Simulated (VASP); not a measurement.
## Al (relaxed from the simple-cubic structure, space group Pm-3m): computed properties

Calculation: PBEsol GGA, VASP's PBE PAW potentials (set 64) (plane waves; VASP 6.6.1).

For Al, the space group is Pm-3m (221) and the cell comes out as a = b = c = 2.701 Å, α = β = γ = 90.00°. The volume per atom is 19.70 Å^3/atom. The band gap (over mesh and band path) is none (metal, semimetal or under 0.01 eV) and the density is 2.27 g/cm³.

```cif
data_Al
_chemical_formula_sum 'Al1'
_space_group_name_H-M_alt 'P 1'
_space_group_IT_number 1
_cell_length_a 2.70076
_cell_length_b 2.70076
_cell_length_c 2.70076
_cell_angle_alpha 90.000
_cell_angle_beta 90.000
_cell_angle_gamma 90.000
loop_
_space_group_symop_operation_xyz
  'x, y, z'
loop_
_atom_site_label
_atom_site_type_symbol
_atom_site_fract_x
_atom_site_fract_y
_atom_site_fract_z
_atom_site_occupancy
Al1 Al 0.00000 0.00000 0.00000 1
```

The structure was generated: Al was put into the simple-cubic type (Pm-3m), which need not be its known phase. It was relaxed first, which changed the volume by +6 %. Symmetry was kept, so distortions that lower it aren't found.
